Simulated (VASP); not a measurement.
Output of a VASP run:

OSZICAR:
```
...
DAV:  12    -0.428980324815E+02   -0.11792E-04   -0.19096E-07   928   0.528E-03    0.169E-04
DAV:  13    -0.428980300366E+02    0.24449E-05   -0.18431E-08   907   0.130E-03    0.260E-04
DAV:  14    -0.428980299117E+02    0.12488E-06   -0.24847E-09   900   0.420E-04
   2 F= -.42898030E+02 E0= -.42897993E+02  d E =-.907240E-02
       N       E                     dE             d eps       ncg     rms          rms(c)
DAV:   1    -0.429113924941E+02   -0.13362E-01   -0.34534E-01  1989   0.586E+00    0.717E-01
DAV:   2    -0.429018279846E+02    0.95645E-02   -0.80995E-02  2102   0.197E+00    0.315E-01
DAV:   3    -0.429003421477E+02    0.14858E-02   -0.84694E-03  1997   0.581E-01    0.143E-01
DAV:   4    -0.428998954231E+02    0.44672E-03   -0.14908E-03  2073   0.336E-01    0.360E-02
DAV:   5    -0.428999277698E+02   -0.32347E-04   -0.22430E-04  1919   0.148E-01    0.184E-02
DAV:   6    -0.428998823995E+02    0.45370E-04   -0.21987E-04  1919   0.138E-01    0.137E-02
DAV:   7    -0.428999769493E+02   -0.94550E-04   -0.31231E-05  1891   0.523E-02    0.282E-03
DAV:   8    -0.428999770133E+02   -0.64054E-07   -0.28276E-06  1920   0.160E-02
   3 F= -.42899977E+02 E0= -.42900320E+02  d E =-.110195E-01
       N       E                     dE             d eps       ncg     rms          rms(c)
DAV:   1    -0.429071331305E+02   -0.71562E-02   -0.20208E-01  1863   0.488E+00    0.853E-01
DAV:   2    -0.429011738049E+02    0.59593E-02   -0.57687E-02  1989   0.181E+00    0.189E-01
DAV:   3    -0.429000262132E+02    0.11476E-02   -0.62658E-03  2033   0.434E-01    0.983E-02
DAV:   4    -0.428998218620E+02    0.20435E-03   -0.71566E-04  2024   0.254E-01    0.410E-02
DAV:   5    -0.428998602795E+02   -0.38417E-04   -0.11403E-04  1898   0.114E-01    0.222E-02
DAV:   6    -0.428997918794E+02    0.68400E-04   -0.18000E-04  1947   0.122E-01    0.123E-02
DAV:   7    -0.428998798408E+02   -0.87961E-04   -0.30619E-05  1884   0.512E-02    0.292E-03
DAV:   8    -0.428998694132E+02    0.10428E-04   -0.13154E-06  1187   0.120E-02    0.105E-03
DAV:   9    -0.428998802813E+02   -0.10868E-04   -0.32453E-07   914   0.657E-03    0.465E-04
DAV:  10    -0.428998776307E+02    0.26506E-05   -0.27890E-08   900   0.161E-03    0.305E-04
DAV:  11    -0.428998785409E+02   -0.91021E-06   -0.97616E-09   900   0.857E-04
   4 F= -.42899879E+02 E0= -.42900167E+02  d E =0.984724E-04
       N       E                     dE             d eps       ncg     rms          rms(c)
DAV:   1    -0.429023563618E+02   -0.24787E-02   -0.60006E-02  1877   0.266E+00    0.456E-01
DAV:   2    -0.429006124882E+02    0.17439E-02   -0.17884E-02  1996   0.998E-01    0.104E-01
DAV:   3    -0.429002265506E+02    0.38594E-03   -0.19391E-03  2026   0.241E-01    0.539E-02
DAV:   4    -0.429001976634E+02    0.28887E-04   -0.21970E-04  2038   0.137E-01    0.201E-02
DAV:   5    -0.429001536728E+02    0.43991E-04   -0.43458E-05  1905   0.664E-02    0.119E-02
DAV:   6    -0.429001964406E+02   -0.42768E-04   -0.55526E-05  1912   0.668E-02    0.691E-03
DAV:   7    -0.429001876406E+02    0.88000E-05   -0.86480E-06  1877   0.273E-02    0.148E-03
DAV:   8    -0.429001946572E+02   -0.70166E-05   -0.31020E-07   907   0.609E-03    0.616E-04
DAV:   9    -0.429001885152E+02    0.61420E-05   -0.12138E-07   900   0.389E-03    0.224E-04
DAV:  10    -0.429001899295E+02   -0.14143E-05   -0.10687E-08   900   0.966E-04    0.159E-04
DAV:  11    -0.429001891635E+02    0.76602E-06   -0.30915E-09   900   0.536E-04
   5 F= -.42900189E+02 E0= -.42900506E+02  d E =-.212150E-03
```

File OUTCAR:
```
------------------------ aborting loop because EDIFF is reached ----------------------------------------
  FORCE on cell =-STRESS in cart. coord.  units (eV):
  Direction    XX          YY          ZZ          XY          YZ          ZX
  --------------------------------------------------------------------------------------
  Total       -0.0221936     -0.0221936      0.0165930      0.0000000      0.0000000      0.0000000
  in kB       -0.8646313     -0.8646312      0.6464408      0.0000001      0.0000000      0.0000000
  external PRESSURE =      -0.3609406 kB  Pullay stress =       0.0000000 kB
  volume of cell :       41.13
      direct lattice vectors                 reciprocal lattice vectors
     4.301621941  0.000000033 -0.000000000     0.232470452  0.134216912 -0.000000000
    -2.150811450  3.725313757  0.000000000    -0.000000002  0.268433764 -0.000000000
     0.000000000  0.000000000  2.566331889     0.000000000 -0.000000000  0.389661214
 POSITION                                       TOTAL-FORCE (eV/Angst)
 -----------------------------------------------------------------------------------
      0.00000      0.00000      2.56633         0.000000     -0.000000      0.000000
     -0.00000      2.48354      1.28317         0.000000      0.000000      0.000000
      2.15081      1.24177      1.28317        -0.000000     -0.000000     -0.000000
 -----------------------------------------------------------------------------------
    total drift:                               -0.000000      0.000000      0.000000
  FREE ENERGIE OF THE ION-ELECTRON SYSTEM (eV)
  ---------------------------------------------------
  free  energy   TOTEN  =       -42.9001891635 eV

  energy  without entropy=      -42.9011392766  energy(sigma->0) =      -42.90050587

 reached required accuracy - stopping structural energy minimisation
```
(Selected blocks of OUTCAR.)

**POSCAR**
```
Si2Mo
1
    4.2640549114     0.0000000374     0.0000000000
   -2.1320279270     3.6927797560    -0.0000000000
   -0.0000000000    -0.0000000000     2.5920078879
Mo Si
1 2
Direct
  0.0000000000   0.0000000000   0.0000000000
  0.3333330000   0.6666670000   0.5000000000
  0.6666670000   0.3333330000   0.5000000000
```

Task: Reconstruct the remaining input files.

Result: This is not unique; one that fits is the input of the run itself, r2SCAN meta-GGA, plane waves, VASP's PBE PAW potentials (set 64).

KPOINTS:
```
Regular mesh
0
G
  8 8 11
```

**INCAR**
```
SYSTEM = Si2Mo
PREC = Accurate
ENCUT = 400
EDIFF = 1E-6
NELM = 100
ALGO = Normal
LREAL = .FALSE.
LASPH = .TRUE.
ISMEAR = 1
SIGMA = 0.1
METAGGA = R2SCAN
LMIXTAU = .TRUE.
LMAXMIX = 4
LWAVE = .FALSE.
LCHARG = .FALSE.
IBRION = 2
ISIF = 3
NSW = 60
EDIFFG = -0.02
```

POTCAR, in this order: Mo_sv Si (PBE.64 set). Program: vasp_std.

The structure was generated: Si2Mo was put into the AlB2 type (P6/mmm), which need not be its known phase. This run relaxes it. Symmetry was kept, so distortions that lower it aren't found. The start is the result of an earlier pass.
